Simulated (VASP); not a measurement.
Crystal: Pd.

```
Pd
1.0
     0.00000    1.95865    1.95865
     1.95865    0.00000    1.95865
     1.95865    1.95865    0.00000
Pd
1
Direct
  0.00000 0.00000 0.00000
```

```yaml
Program: VASP 6.6.1
Task: relaxation of cell and atoms
Functional: PBEsol
Potentials_or_basis: VASP PAW PBE potentials, release 64 (Pd)
Cutoff: 580 eV
k_mesh: 18 × 18 × 18
Occupations: gaussian, width 0.1 eV
Spin: no spin polarisation
```

At the start: pressure -6.5 GPa; volume 15.03 Å³/atom.

**Question.** Where does the relaxation end?

**Answer.** Over 4 steps the energy falls by 10.7 meV/atom and the volume is 14.52 Å³/atom (-3.4 %); space group Fm-3m (No. 225, to 0.05 Å).

The path:
| step | energy change (eV) | largest force (eV/Å) | pressure (GPa) | volume (Å³) |
| --- | --- | --- | --- | --- |
| 1 | 0.0000 | 0.0000 | -6.45 | 15.03 |
| 2 | 0.0187 | 0.0000 | 13.00 | 13.75 |
| 3 | -0.0107 | 0.0000 | -0.10 | 14.53 |
| 4 | -0.0107 | 0.0000 | 0.04 | 14.52 |

Final structure:
```xyz
1
Lattice="0.0000 1.9362 1.9362 1.9362 0.0000 1.9362 1.9362 1.9362 0.0000" Properties=species:S:1:pos:R:3 pbc="T T T"
Pd    0.0000    0.0000    0.0000
```

Caveat: the PAW data sets were made with another functional, which shifts forces and pressure a little.
